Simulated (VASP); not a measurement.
Consider the following.

```
TiC
1.0
    0.00000     2.15213     2.15213
    2.15213     0.00000     2.15213
    2.15213     2.15213     0.00000
Ti C
1 1
Direct
  0.00000   0.00000   0.00000
  0.50000   0.50000   0.50000
```

These are PBE GGA with D3 dispersion (zero damping), VASP's PBE PAW potentials (set 64) (plane waves; VASP) values and carry that method's errors. Numerical set-up: 520 eV cut-off, Gaussian smearing of 0.050 eV, potentials Ti_sv C.

Give the energies of bands 6 to 11 at the high-symmetry points, in eV from the Fermi level.

```json
[
 {"band": "6", "Γ": "0.67", "X": "-3.47", "U": "-3.55", "L": "-5.95", "W": "-3.20"},
 {"band": "7", "Γ": "0.67", "X": "-1.70", "U": "-3.40", "L": "-2.98", "W": "-3.20"},
 {"band": "8", "Γ": "0.67", "X": "-0.05", "U": "-1.78", "L": "-2.98", "W": "-2.78"},
 {"band": "9", "Γ": "1.68", "X": "-0.05", "U": "1.46", "L": "2.96", "W": "2.83"},
 {"band": "10", "Γ": "1.68", "X": "2.75", "U": "3.19", "L": "2.96", "W": "2.83"},
 {"band": "11", "Γ": "1.68", "X": "3.58", "U": "3.89", "L": "4.18", "W": "3.58"}
]
```

It has no gap at this level: it comes out as a metal or semimetal.

The compound is TiC in the rock salt structure. It was relaxed first.
